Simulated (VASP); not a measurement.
A convergence study with VASP on LiCl (space group Fm-3m): one setting is varied, all else stays as given below, so the limit is that of these other settings.

```xyz
2
Lattice="0.0000 2.5777 2.5777 2.5777 0.0000 2.5777 2.5777 2.5777 0.0000" Properties=species:S:1:pos:R:3 pbc="T T T"
Li     0.0000     0.0000     0.0000
Cl     2.5777     2.5777     2.5777
```

Calculation: PBEsol GGA, VASP's PBE PAW potentials (set 64) (plane waves; VASP 6.6.1). The tightest run used: 400 eV cut-off, 11×11×11 Γ-centred mesh, Gaussian smearing of 0.010 eV, potentials Li_sv Cl.

Q: The settings run are 3×3×3 mesh; 4×4×4 mesh; 5×5×5 mesh; 6×6×6 mesh; 7×7×7 mesh; 9×9×9 mesh; 11×11×11 mesh. From which on does the mean ε∞ stay within 0.3  of the tightest run?

A: From 4×4×4 mesh on: it is off by 0.10 there and by no more than 0.3 in any finer run, while 3×3×3 mesh is off by 0.37.
| setting | mean ε∞ | irreducible k-points | difference judged () |
|---|---|---|---|
| 3×3×3 mesh | 3.36 | 4 | 0.37 |
| 4×4×4 mesh | 3.09 | 8 | 0.10 |
| 5×5×5 mesh | 3.02 | 10 | 0.03 |
| 6×6×6 mesh | 3.00 | 16 | 0.01 |
| 7×7×7 mesh | 2.99 | 20 | 0.00 |
| 9×9×9 mesh | 2.99 | 35 | 0.00 |
| 11×11×11 mesh | 2.99 | 56 | 0.00 |

Left out are rungs that failed or repeat a setting and relaxations that didn't move; long series are thinned to 24 rows.

The structure is a typed LiCl crystal (space group no. 225). The cell was not relaxed at this level.
